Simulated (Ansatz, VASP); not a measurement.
**CsSi2: the functional in 2 programs**

The cell as given:

The structure is hexagonal, space group P-6m2 (No. 187). The conventional cell has a = 6.372 Å, b = 6.372 Å, c = 4.479 Å, α = 90.00°, β = 90.00°, γ = 120.00°. Cs (site symmetry -6m2) has 6 Si at 3.85 Å as nearest neighbours. Si (site symmetry 3m) has 2 Si at 2.24 Å as nearest neighbours.

The cell comes from a database or a generator and needn't be the stable form of this composition.

Kept alike: task relaxation of cell and atoms; k mesh 5 × 5 × 6; occupations fermi-dirac, width 0.05 eV; no spin polarisation. The mesh is that of the run's cell of 3 atoms. No spin-orbit coupling.

- A: Ansatz, Ansatz PAW, made for PBE, cutoff 420 eV
- B: VASP; PBE PAW files Cs_sv, Si, 600 eV (BLYP, PBE, PBEsol, RPBE, revPBE); LDA PAW files Cs_sv, Si, 600 eV (LDA)

| functional | A: volume (Å³/atom) | B: volume (Å³/atom) |
| --- | --- | --- |
| BLYP | 58.168 | 58.337 |
| LDA | 46.673 | 46.637 |
| PBE | 51.301 | ? |
| PBEsol | 48.856 | 48.958 |
| RPBE | 54.244 | 54.204 |
| revPBE | 53.742 | 53.717 |

Values on potentials made for another functional: A at BLYP, LDA, PBEsol, RPBE, revPBE; B at BLYP, PBEsol, RPBE, revPBE. Values hold for each row's relaxed cell, which stops near the pressure aimed at (zero). Ansatz's stress holds its Pulay term. For a metal such a mesh leaves the last digits unconverged.

**Question.** Estimate the value left open.

**Answer.** In the median of the other rows B lies -0.025 Å³/atom from the other column, which points to 51.276; the run gave 51.351 Å³/atom, +0.075 from it.
